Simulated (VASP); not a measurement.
These are r2SCAN meta-GGA, VASP's PBE PAW potentials (set 64) (plane waves; VASP) values and carry that method's errors.

VASP input:

File KPOINTS:
```
Automatic mesh
0
Gamma
  16 16 16
```

**POSCAR**
```
Hf
1
    0.0000000000     2.2328592447     2.2328592447
    2.2328592447    -0.0000000000     2.2328592447
    2.2328592447     2.2328592447    -0.0000000000
Hf
1
Direct
  0.0000000000   0.0000000000   0.0000000000
```

File KPOINTS_OPT:
```
k-points along high-symmetry lines
10
Line-mode
Reciprocal
  0.000000   0.000000   0.000000 ! GAMMA
  0.500000   0.000000   0.500000 ! X

  0.500000   0.000000   0.500000 ! X
  0.625000   0.250000   0.625000 ! U

  0.375000   0.375000   0.750000 ! K
  0.000000   0.000000   0.000000 ! GAMMA

  0.000000   0.000000   0.000000 ! GAMMA
  0.500000   0.500000   0.500000 ! L

  0.500000   0.500000   0.500000 ! L
  0.500000   0.250000   0.750000 ! W

  0.500000   0.250000   0.750000 ! W
  0.500000   0.000000   0.500000 ! X
```

**INCAR**
```
SYSTEM = Hf
PREC = Accurate; ENCUT = 400; LREAL = .False.
LASPH = .True.
EDIFF = 1E-7; NELM = 100; ALGO = Normal
LMAXMIX = 6; LMIXTAU = .True.
ISMEAR = -5
METAGGA = R2SCAN
ISIF = 2
LWAVE = .False.; LCHARG = .False.; LORBIT = 11
NEDOS = 601
```

POTCAR, in this order: Hf_pv (PBE.64 set). Program: vasp_std.

Output

OSZICAR:
```
       N       E                     dE             d eps       ncg     rms          rms(c)
DAV:   1    -0.333952753496E+02   -0.33395E+02   -0.54292E+03  2658   0.871E+02
DAV:   2    -0.476898060385E+02   -0.14295E+02   -0.14001E+02  4019   0.117E+02
DAV:   3    -0.479018691877E+02   -0.21206E+00   -0.21003E+00  3100   0.113E+01
DAV:   4    -0.479030312648E+02   -0.11621E-02   -0.11533E-02  3427   0.882E-01
DAV:   5    -0.479030398159E+02   -0.85511E-05   -0.84314E-05  3202   0.505E-02    0.507E+01
DAV:   6    -0.447415674977E+02    0.31615E+01   -0.75380E-01  2708   0.864E+00    0.279E+01
DAV:   7    -0.453720814844E+02   -0.63051E+00   -0.49523E-01  2622   0.744E+00    0.680E+00
DAV:   8    -0.445380902368E+02    0.83399E+00   -0.52536E-01  2678   0.711E+00    0.340E+00
DAV:   9    -0.450185851736E+02   -0.48049E+00   -0.24657E-01  2671   0.341E+00    0.771E-01
DAV:  10    -0.450548607207E+02   -0.36276E-01   -0.88624E-03  2740   0.891E-01    0.617E-01
DAV:  11    -0.450634592449E+02   -0.85985E-02   -0.14656E-03  2707   0.328E-01    0.226E-01
DAV:  12    -0.450659457598E+02   -0.24865E-02   -0.11483E-03  2649   0.313E-01    0.581E-02
DAV:  13    -0.450658115495E+02    0.13421E-03   -0.24740E-04  2661   0.148E-01    0.643E-02
DAV:  14    -0.450657753342E+02    0.36215E-04   -0.16984E-05  2922   0.358E-02    0.310E-02
DAV:  15    -0.450657931801E+02   -0.17846E-04   -0.85627E-06  2636   0.342E-02    0.631E-02
DAV:  16    -0.450657807957E+02    0.12384E-04   -0.75120E-06  2685   0.216E-02    0.208E-02
DAV:  17    -0.450657795423E+02    0.12534E-05   -0.43397E-07  2805   0.648E-03    0.185E-02
DAV:  18    -0.450657798613E+02   -0.31896E-06   -0.13220E-07  2389   0.330E-03    0.578E-03
DAV:  19    -0.450657795275E+02    0.33383E-06   -0.89422E-08  1385   0.300E-03    0.151E-03
DAV:  20    -0.450657795818E+02   -0.54325E-07   -0.69374E-09  1329   0.710E-04
   1 F= -.45065780E+02 E0= -.45065780E+02  d E =0.000000E+00
       N       E                     dE             ncg
```

File OUTCAR:
```
------------------------ aborting loop because EDIFF is reached ----------------------------------------
  FORCE on cell =-STRESS in cart. coord.  units (eV):
  Direction    XX          YY          ZZ          XY          YZ          ZX
  --------------------------------------------------------------------------------------
  Total        0.0512984      0.0512984      0.0512984     -0.0000000     -0.0000000      0.0000000
  in kB        3.6914778      3.6914778      3.6914778     -0.0000000     -0.0000000      0.0000000
  external PRESSURE =       3.6914778 kB  Pullay stress =       0.0000000 kB
  volume of cell :       22.26
      direct lattice vectors                 reciprocal lattice vectors
     0.000000000  2.232859245  2.232859245    -0.223928132  0.223928132  0.223928132
     2.232859245  0.000000000  2.232859245     0.223928132 -0.223928132  0.223928132
     2.232859245  2.232859245  0.000000000     0.223928132  0.223928132 -0.223928132
 POSITION                                       TOTAL-FORCE (eV/Angst)
 -----------------------------------------------------------------------------------
      0.00000      0.00000      0.00000         0.000000      0.000000      0.000000
 -----------------------------------------------------------------------------------
    total drift:                                0.000000      0.000000      0.000000
  FREE ENERGIE OF THE ION-ELECTRON SYSTEM (eV)
  ---------------------------------------------------
  free  energy   TOTEN  =       -45.0657795818 eV

  energy  without entropy=      -45.0657795818  energy(sigma->0) =      -45.06577958

 total charge

# of ion       s       p       d       tot
------------------------------------------
    1        0.400   6.430   1.521   8.351
```
(Selected blocks of OUTCAR.)

OUTCAR:
```
 val. band max:        4.6692842987   @ k =   0.4375   0.0625   0.0000

 cond. band min:       4.5755114960   @ k =  -0.1875   0.3125   0.1250


 Fermi energy:         4.6439943108

 k-point     1 :       0.0000    0.0000    0.0000
  band No.  band energies     occupation
      1     -26.4611      2.00000
      2     -26.4611      2.00000
      3     -26.4611      2.00000
      4      -2.9304      2.00000
      5       6.2436      0.00000
      6       6.2436      0.00000
      7       6.2436      0.00000
      8       9.2568      0.00000
      9       9.2568      0.00000

 k-point     2 :       0.0625    0.0000    0.0000
  band No.  band energies     occupation
      1     -26.4958      2.00000
      2     -26.4654      2.00000
      3     -26.4654      2.00000
      4      -2.7876      2.00000
      5       6.0870      0.00000
      6       6.3122      0.00000
      7       6.3122      0.00000
      8       9.1784      0.00000
      9       9.1784      0.00000

 k-point     3 :       0.1250    0.0000    0.0000
  band No.  band energies     occupation
      1     -26.5936      2.00000
      2     -26.4777      2.00000
      3     -26.4777      2.00000
      4      -2.3742      2.00000
      5       5.6911      0.00000
      6       6.4841      0.00000
      7       6.4841      0.00000
      8       9.0121      0.00000
      9       9.0121      0.00000

 k-point     4 :       0.1875    0.0000    0.0000
  band No.  band energies     occupation
      1     -26.7372      2.00000
      2     -26.4960      2.00000
      3     -26.4960      2.00000
      4      -1.7362      2.00000
      5       5.2117      0.00000
      6       6.6419      0.00000
      7       6.6419      0.00000
      8       8.9489      0.00000
      9       8.9489      0.00000

 k-point     5 :       0.2500    0.0000    0.0000
  band No.  band energies     occupation
      1     -26.9024      2.00000
      2     -26.5175      2.00000
      3     -26.5175      2.00000
...
```

For a metal the tetrahedron method with Blöchl corrections gives inexact stress and forces. Unless said otherwise, spin-orbit coupling is left out, though it shifts the bands of the heavy elements here.

The structure was generated: Hf was put into the fcc type (Fm-3m), which need not be its known phase. It was relaxed first.
